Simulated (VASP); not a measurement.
Ga4P2Sb2 (ordered alloy cell): computed properties

All values below come from PBEsol GGA, VASP's PBE PAW potentials (set 64) (plane waves; VASP 6.6.1).

For Ga4P2Sb2, the space group comes out as P-4m2 (115) and the cell comes out as a = 4.0734 Å, b = 4.0734 Å, c = 5.7807 Å, α = 90.00°, β = 90.00°, γ = 90.00°. The volume per atom is 23.98 Å³/atom, the band gap (on the k-mesh) comes out as 0.11 eV and the smallest direct gap (on the k-mesh) comes out as 0.11 eV. The band-edge character is direct, Γ to Γ and the density is 5.06 g/cm³.

```cif
data_Ga4P2Sb2
_chemical_formula_sum 'Ga4 Sb2 P2'
_space_group_name_H-M_alt 'P 1'
_space_group_IT_number 1
_cell_length_a 5.76070
_cell_length_b 5.76070
_cell_length_c 5.78072
_cell_angle_alpha 90.000
_cell_angle_beta 90.000
_cell_angle_gamma 90.000
loop_
_space_group_symop_operation_xyz
  'x, y, z'
loop_
_atom_site_label
_atom_site_type_symbol
_atom_site_fract_x
_atom_site_fract_y
_atom_site_fract_z
_atom_site_occupancy
Ga1 Ga 0.00000 0.00000 0.97342 1
Ga2 Ga 0.50000 0.50000 0.97342 1
Ga3 Ga 0.50000 0.00000 0.52658 1
Ga4 Ga 0.00000 0.50000 0.52658 1
Sb1 Sb 0.25000 0.25000 0.25000 1
Sb2 Sb 0.75000 0.75000 0.25000 1
P1 P 0.75000 0.25000 0.75000 1
P2 P 0.25000 0.75000 0.75000 1
```

Unless said otherwise, spin-orbit coupling is left out, though it shifts the bands of the heavy elements here.

The structure was generated: Ga4P2Sb2 was put into an ordered model structure (P-4m2), which need not be its known phase. It was relaxed first. Symmetry was kept, so distortions that lower it aren't found.
